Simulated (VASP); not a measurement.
Input:

```yaml
crystal:
  lattice:
    - [2.69408, 0.00000, 0.00000]
    - [0.00000, 2.69408, 0.00000]
    - [0.00000, 0.00000, 2.69408]
  atoms:
    - { symbol: Au, position: [0.00000, 0.00000, 0.00000] }
```

The numbers are results of PBEsol GGA, VASP's PBE PAW potentials (set 64) (plane waves; VASP), not measurements. Run with 400 eV cut-off, Gaussian smearing of 0.050 eV, potentials Au.

Unless said otherwise, spin-orbit coupling is left out, though it shifts the bands of the heavy elements here.

Question: Estimate the band gap (along the path) with the smallest direct gap where there is one.

Answer: 
| Property | Result |
|---|---|
| band gap (along the path) | none (metal, semimetal or under 0.01 eV) |

The absolute energy has meaning only against runs of the same code, potentials and settings.

The structure was generated: Au was put into the simple-cubic type (Pm-3m), which need not be its known phase. It was relaxed first.
